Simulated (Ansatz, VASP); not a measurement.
# Cross-check of Ge2WN4 (WGe2N4 bilayer, AB) between VASP and Ansatz, part 3 of 3

Aim: how closely do two programs agree when they are given the same cell, functional and k mesh? Of the first pair: The structure shown is the start of the Ansatz relaxation below; VASP solves that cell, so the two are compared at the walk's first step.

VASP 6.6.1 and Ansatz 0.2.0.

So far. Step 4 (Differences): The forces differ by 13 meV/Å r.m.s., which is 2.6 % of the r.m.s. force of 0.504 eV/Å (both taken over all components). With vacuum in the cell, a pressure given here is an average over mostly empty space and none of the material.

## (6) VASP: single point, PBE with D3(BJ), relaxed cell, pair 2

Level of this step: PBE with D3(BJ), no spin polarisation; plane waves and PAW (N, Ge_d, W) (VASP).

The same cell, functional, mesh and smearing now go to VASP, with its own data sets.

Contents of INCAR:

```
SYSTEM = Ge2WN4
PREC = Accurate
ENCUT = 520
EDIFF = 1E-06
NELM = 120
ISMEAR = -1
SIGMA = 0.05
LREAL = .FALSE.
ALGO = Normal
GGA = PE
IVDW = 12
NBANDS = 68
LASPH = .TRUE.
LORBIT = 11
LWAVE = .FALSE.
LCHARG = .FALSE.
ISIF = 2
LDIPOL = .TRUE.
IDIPOL = 3
DIPOL = 0.5 0.5 0.5
LVHAR = .TRUE.
GGA_COMPAT = .FALSE.
EFERMI = MIDGAP
NELMDL = -8
KPAR = 4
```

Contents of POSCAR:

```
Ge2WN4
1.0
    2.9974604058      0.0000000000      0.0000000000
   -1.4987302029      2.5958768583      0.0000000000
    0.0000000000      0.0000000000     66.8290571678
N Ge W
8 4 2
Direct
    0.0000000000      0.0000000000      0.3672382370
    0.3333333333      0.6666666667      0.4048457134
    0.3333333333      0.6666666667      0.4414309360
    0.0000000000      0.0000000000      0.4789107370
    0.3333333333      0.6666666667      0.5210701610
    0.6666666667      0.3333333333      0.5585724328
    0.6666666667      0.3333333333      0.5951569890
    0.3333333333      0.6666666667      0.6327644992
    0.3333333333      0.6666666667      0.3767556548
    0.3333333333      0.6666666667      0.4695002114
    0.6666666667      0.3333333333      0.5305048382
    0.6666666667      0.3333333333      0.6232470935
    0.0000000000      0.0000000000      0.4231406794
    0.3333333333      0.6666666667      0.5768618174
```

Contents of KPOINTS:

```
Automatic mesh
0
Gamma
12 12 1
0 0 0
```

Potentials, in the order of the species: N, Ge_d and W (PBE family, release 64).

The run is started by

```bash
mpirun -np 4 vasp_std
```

Numbers of over 12 decimals in the logs are rounded to 6 here.

Output:

```text
[banner, memory and clock lines left out]
running    4 mpi-ranks, on    1 nodes
[...]
LDA part: xc-table for (Slater+PW92), standard interpolation
 [... a notice as in an earlier step ...]

 POSCAR, INCAR and KPOINTS ok, starting setup
[...]
entering main loop
       N       E                     dE             d eps       ncg     rms          rms(c)
DAV:   1     0.137993399646E+04    0.13799E+04   -0.49142E+04  3552   0.223E+03
DAV:   2     0.137545160820E+03   -0.12424E+04   -0.11939E+04  3264   0.688E+02
DAV:   3    -0.112403132280E+03   -0.24995E+03   -0.24686E+03  3560   0.219E+02
DAV:   4    -0.131213550164E+03   -0.18810E+02   -0.18630E+02  3256   0.784E+01
[...]
DAV:  27    -0.113814048458E+03   -0.30056E-05   -0.44268E-08  1760   0.828E-04    0.238E-04
DAV:  28    -0.113814050162E+03   -0.17033E-05   -0.29984E-08  1776   0.600E-04    0.211E-04
DAV:  29    -0.113814050925E+03   -0.76304E-06   -0.11914E-08  1700   0.482E-04
   1 F= -.11748395E+03 E0= -.11748395E+03  d E =-.503352E-07
```

From OUTCAR (step 6):

```text
 Edisp (eV)   -3.66990

  Total      -0.53557    -0.53557    -0.38573    -0.00000     0.00000     0.00000
  in kB      -1.65015    -1.65015    -1.18849    -0.00000     0.00000     0.00000
  external pressure =       -1.50 kB  Pullay stress =        0.00 kB

 POSITION                                       TOTAL-FORCE (eV/Angst)
 -----------------------------------------------------------------------------------
      0.00000      0.00000     24.54219        -0.000000      0.000000      0.042007
     -0.00000      1.73058     27.05546         0.000000      0.000000     -0.039842
     -0.00000      1.73058     29.50041        -0.000000      0.000000      0.039718
      0.00000      0.00000     32.00515         0.000000     -0.000000     -0.042107
     -0.00000      1.73058     34.82263         0.000000     -0.000000      0.041726
      1.49873      0.86529     37.32887        -0.000000      0.000000     -0.039793
      1.49873      0.86529     39.77378         0.000000     -0.000000      0.039872
     -0.00000      1.73058     42.28705         0.000000      0.000000     -0.041967
     -0.00000      1.73058     25.17823         0.000000      0.000000     -0.017414
     -0.00000      1.73058     31.37626         0.000000      0.000000      0.013932
      1.49873      0.86529     35.45314        -0.000000      0.000000     -0.013495
      1.49873      0.86529     41.65102        -0.000000      0.000000      0.017412
      0.00000      0.00000     28.27809         0.000000     -0.000000     -0.000047
     -0.00000      1.73058     38.55113         0.000000     -0.000000     -0.000002
 -----------------------------------------------------------------------------------
    total drift:                                0.000001     -0.000001     -0.000224

  FREE ENERGIE OF THE ION-ELECTRON SYSTEM (eV)
  ---------------------------------------------------
  free  energy   TOTEN  =      -117.4839542779 eV

  energy  without entropy=     -117.4839542276  energy(sigma->0) =     -117.48395425

[... 1 part as in an earlier step ...]

[... 2 further parts left out ...]
[key lines of the parts left out:]
E-fermi :  -0.8608
```

## (7) Comparison

What differs besides the data sets and the points named for the pairs above, as far as they apply: the data sets hold 124 valence electrons in Ansatz (on its default PAW (the set named soft_2) files) and 108 in VASP. Total energies have different zeros and are not compared.

Both answers:

| quantity | Ansatz | VASP | difference |
| --- | --- | --- | --- |
| gap on the k mesh (eV) | 1.449 | 1.435 | +0.014 |

At this near-relaxed geometry the largest component of a force difference is 42 meV/Å. A gap on the mesh is an upper bound, since the band edges may lie between its points; neither run holds spin-orbit coupling, which can move the band edges of a compound of W. With vacuum in the cell, a pressure given here is an average over mostly empty space and none of the material.

## (8) Other set-ups

Further runs change the set-up of one program: Ansatz's method, potentials or start, or VASP's data sets, cutoff or form of LDA. The table gives Ansatz less VASP for each quantity, since a change that brings one quantity closer may part another.

| run | r.m.s. force difference (meV/Å) | gap on the k mesh (eV) |
| --- | --- | --- |
| as above | 18 | 0.014 |
| VASP with the data sets N, Ge_d and W_sv | 37 | -0.0012 |

## (9) What came out

| Quantity | Value |
| --- | --- |
| r.m.s. force difference (single point, PBE with D3(BJ), start cell, pair 1) | 2.6 % of the r.m.s. force |
| r.m.s. force difference (single point, PBE with D3(BJ), relaxed cell, pair 2) | 18 meV/Å |

The r.m.s. force difference is 18 meV/Å (single point, PBE with D3(BJ), relaxed cell, pair 2), beyond the 12 meV/Å picked in this series as the mark of a large difference. The data sets hold unlike numbers of valence electrons (124 in Ansatz and 108 in VASP), so part of the differences comes from the potentials. Single point, PBE with D3(BJ), relaxed cell, pair 2, VASP with the data sets N, Ge_d and W_sv: r.m.s. force difference goes from 18 to 37 meV/Å; the difference in gap on the k mesh goes from 0.014 to -0.0012 eV. Such differences can come from data sets, numerical settings and the points named under the comparisons, not from the functional's error against experiment.

[Lines on the potential files, build, host, timing and source positions are cut from VASP's logs without a mark.]

[Logs are printed without paths, hosts, clocks, repeated set-up lines and the standing remarks that a program may print on its own settings, such as how far it seeks lower states.]

[Hosts, paths, dates, database ids (printed as entryN), source tags and the programs' standing remarks are cut or masked in the printed files.]
